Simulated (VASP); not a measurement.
All values below come from PBE GGA, VASP's PBE PAW potentials (set 64) (plane waves; VASP).

Input for VASP

**INCAR**
```
LREAL  =  .FALSE.   # projection in real space or not
LMAXMIX  =  6   # l cut-off of mixed one-centre charges
NSW  =  40
SYSTEM  =  Au
GGA  =  PE   # PBE
LCHARG  =  .FALSE.
LWAVE  =  .FALSE.
ISMEAR  =  1   # Methfessel-Paxton
EDIFFG  =  -0.02
PREC  =  Accurate
LASPH  =  .TRUE.   # aspherical one-centre terms
EDIFF  =  1E-6   # SCF stop (eV)
IBRION  =  2   # conjugate gradients
ENCUT  =  500
ALGO  =  Normal   # blocked Davidson
SIGMA  =  0.1   # width (eV)
ISIF  =  3
PSTRESS  =  450
NELM  =  100
```

File KPOINTS:
```
Regular mesh
0
gamma
  16 16 16
```

### POSCAR
```
Au
1
    0.0000000000     1.9826803200     1.9826803200
    1.9826803200     0.0000000000     1.9826803200
    1.9826803200     1.9826803200     0.0000000000
Au
1
Direct
  0.0000000000   0.0000000000   0.0000000000
```

POTCAR, in this order: Au (PBE.64 set). Program: vasp_std.

Output

### OSZICAR
```
       N       E                     dE             d eps       ncg     rms          rms(c)
DAV:   1     0.418890758618E+02    0.41889E+02   -0.58224E+03  2898   0.107E+03
DAV:   2    -0.296841776594E+01   -0.44857E+02   -0.42096E+02  2709   0.200E+02
DAV:   3    -0.329352879836E+01   -0.32511E+00   -0.32408E+00  3112   0.182E+01
DAV:   4    -0.329426034195E+01   -0.73154E-03   -0.73153E-03  2976   0.900E-01
DAV:   5    -0.329426469541E+01   -0.43535E-05   -0.43533E-05  2922   0.646E-02    0.125E+01
DAV:   6    -0.306081293968E+01    0.23345E+00   -0.64761E-01  2653   0.817E+00    0.764E+00
DAV:   7    -0.303430572401E+01    0.26507E-01   -0.11105E-01  2751   0.334E+00    0.285E+00
DAV:   8    -0.303146641751E+01    0.28393E-02   -0.47307E-03  2745   0.737E-01    0.258E-01
DAV:   9    -0.303145766297E+01    0.87545E-05   -0.11936E-05  2824   0.417E-02    0.119E-02
DAV:  10    -0.303146256533E+01   -0.49024E-05   -0.18551E-06  2891   0.160E-02    0.954E-04
DAV:  11    -0.303146258844E+01   -0.23111E-07   -0.34685E-08  1336   0.186E-03
   1 F= 0.13466811E+01 E0= 0.13467522E+01  d E =0.134668E+01
       N       E                     dE             d eps       ncg     rms          rms(c)
DAV:   1    -0.639796572374E+01   -0.33665E+01   -0.10616E+02  2659   0.119E+02    0.248E+01
DAV:   2    -0.204680244027E+01    0.43512E+01   -0.98557E+00  2614   0.336E+01    0.576E+00
DAV:   3    -0.157798079313E+01    0.46882E+00   -0.18584E+00  2698   0.139E+01    0.227E+00
DAV:   4    -0.157938249220E+01   -0.14017E-02   -0.17316E-02  2860   0.143E+00    0.143E+00
DAV:   5    -0.158310608453E+01   -0.37236E-02   -0.15077E-02  2895   0.104E+00    0.936E-02
DAV:   6    -0.158328369044E+01   -0.17761E-03   -0.22866E-04  3198   0.140E-01    0.689E-02
DAV:   7    -0.158329437823E+01   -0.10688E-04   -0.77851E-06  2846   0.286E-02    0.522E-03
DAV:   8    -0.158329434479E+01    0.33444E-07   -0.11713E-07  1375   0.402E-03
   2 F= 0.19309652E+01 E0= 0.19312083E+01  d E =0.584284E+00
       N       E                     dE             d eps       ncg     rms          rms(c)
DAV:   1    -0.597749277298E+01   -0.43942E+01   -0.72488E+01  2642   0.101E+02    0.104E+01
DAV:   2    -0.314902152448E+01    0.28285E+01   -0.71981E+00  2614   0.282E+01    0.959E+00
DAV:   3    -0.289445087309E+01    0.25457E+00   -0.92884E-01  2693   0.956E+00    0.612E+00
DAV:   4    -0.288652218128E+01    0.79287E-02   -0.20282E-02  2744   0.120E+00    0.162E+00
DAV:   5    -0.288649788537E+01    0.24296E-04   -0.32328E-03  2944   0.382E-01    0.454E-02
DAV:   6    -0.288657144170E+01   -0.73556E-04   -0.49586E-05  2793   0.720E-02    0.169E-02
DAV:   7    -0.288657892902E+01   -0.74873E-05   -0.52244E-06  3055   0.190E-02    0.625E-03
DAV:   8    -0.288657911358E+01   -0.18457E-06   -0.68710E-08  1324   0.265E-03
   3 F= 0.13132105E+01 E0= 0.13132743E+01  d E =-.334706E-01
       N       E                     dE             d eps       ncg     rms          rms(c)
DAV:   1    -0.287643874913E+01    0.10140E-01   -0.16642E-02  2664   0.149E+00    0.177E-01
DAV:   2    -0.287573717995E+01    0.70157E-03   -0.20027E-03  2619   0.454E-01    0.878E-02
DAV:   3    -0.287568865102E+01    0.48529E-04   -0.22205E-04  2691   0.144E-01    0.536E-02
DAV:   4    -0.287569095384E+01   -0.23028E-05   -0.64713E-06  2745   0.239E-02    0.117E-03
DAV:   5    -0.287569096581E+01   -0.11969E-07   -0.97057E-08  1321   0.331E-03
   4 F= 0.13130167E+01 E0= 0.13130794E+01  d E =-.336644E-01
       N       E                     dE             d eps       ncg     rms          rms(c)
DAV:   1    -0.287205473569E+01    0.36362E-02   -0.18929E-03  2667   0.503E-01    0.597E-02
DAV:   2    -0.287197484310E+01    0.79893E-04   -0.22718E-04  2621   0.153E-01    0.298E-02
DAV:   3    -0.287196962304E+01    0.52201E-05   -0.25322E-05  2667   0.486E-02    0.182E-02
DAV:   4    -0.287197039107E+01   -0.76804E-06   -0.70728E-07  1908   0.804E-03
   5 F= 0.13130054E+01 E0= 0.13130678E+01  d E =-.336757E-01
```

File OUTCAR:
```
------------------------ aborting loop because EDIFF is reached ----------------------------------------
  FORCE on cell =-STRESS in cart. coord.  units (eV):
  Direction    XX          YY          ZZ          XY          YZ          ZX
  --------------------------------------------------------------------------------------
  Total        4.1874732      4.1874732      4.1874732     -0.0000000      0.0000000      0.0000000
  in kB      450.2685425    450.2685425    450.2685425     -0.0000000      0.0000000      0.0000000
  external PRESSURE =       0.2685425 kB  Pullay stress =     450.0000000 kB
  volume of cell :       14.90
      direct lattice vectors                 reciprocal lattice vectors
     0.000000000  1.953081385  1.953081385    -0.256005717  0.256005717  0.256005717
     1.953081385  0.000000000  1.953081385     0.256005717 -0.256005717  0.256005717
     1.953081385  1.953081385  0.000000000     0.256005717  0.256005717 -0.256005717
 POSITION                                       TOTAL-FORCE (eV/Angst)
 -----------------------------------------------------------------------------------
      0.00000      0.00000      0.00000         0.000000      0.000000      0.000000
 -----------------------------------------------------------------------------------
    total drift:                               -0.000000     -0.000000     -0.000000
  FREE ENERGIE OF THE ION-ELECTRON SYSTEM (eV)
  ---------------------------------------------------
  free  energy   TOTEN  =        -2.8719703911 eV

  energy  without entropy=       -2.8717832987  energy(sigma->0) =       -2.87190803
  enthalpy is  TOTEN    =         1.3130053941 eV   P V=        4.1849757851

 reached required accuracy - stopping structural energy minimisation
```
(Selected blocks of OUTCAR.)

CONTCAR:
```
Au
   1.00000000000000
     0.0000000000000000    1.9530813852860043    1.9530813852860043
     1.9530813852860043    0.0000000000000000    1.9530813852860043
     1.9530813852860043    1.9530813852860043    0.0000000000000000
  Au
     1
Direct
     0.0000000000000000    0.0000000000000000    0.0000000000000000
```

Energy and stress use the plane-wave basis of the starting cell.

The compound is Au in the fcc structure. This run relaxes it under an external pressure of 45 GPa. Symmetry was kept, so distortions that lower it aren't found.
